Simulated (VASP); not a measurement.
Calculation: PBEsol GGA, VASP's PBE PAW potentials (set 64) (plane waves; VASP).

VASP ran on this input.

INCAR:
```
SYSTEM  =  MgSe
PREC  =  Accurate; ENCUT  =  500; LREAL  =  .FALSE.
LASPH  =  .TRUE.
EDIFF  =  1E-6; NELM  =  100; ALGO  =  Normal
LMAXMIX  =  4
ISMEAR  =  0; SIGMA  =  0.05
GGA  =  PS
IBRION  =  2; NSW  =  40; ISIF  =  3
EDIFFG  =  -0.02; PSTRESS  =  50
LWAVE  =  .FALSE.; LCHARG  =  .FALSE.
```

**POSCAR**
```
MgSe
1
    0.0000000000     2.9679665626     2.9679665626
    2.9679665626     0.0000000000     2.9679665626
    2.9679665626     2.9679665626     0.0000000000
Mg Se
1 1
Direct
  0.0000000000   0.0000000000   0.0000000000
  0.2500000000   0.2500000000   0.2500000000
```

### KPOINTS
```
Automatic mesh
0
Gamma
 8 8 8
0 0 0
```

POTCAR, in this order: Mg Se (PBE.64 set). Program: vasp_std.

### Question
What will the output report for the number of irreducible k-points (NKPTS), largest plane-wave count, number of space-group operations, FFT grid (NGX, NGY, NGZ)?

### Answer

```yaml
number of irreducible k-points (NKPTS): 29
largest_plane_wave_count: 1363
number_of_space_group_operations: 24
FFT grid (NGX, NGY, NGZ): 32 × 32 × 32
```

The structure was generated: MgSe was put into the zinc blende type (F-43m), which need not be its known phase. This run relaxes it under an external pressure of 5 GPa. Symmetry was kept, so distortions that lower it aren't found.
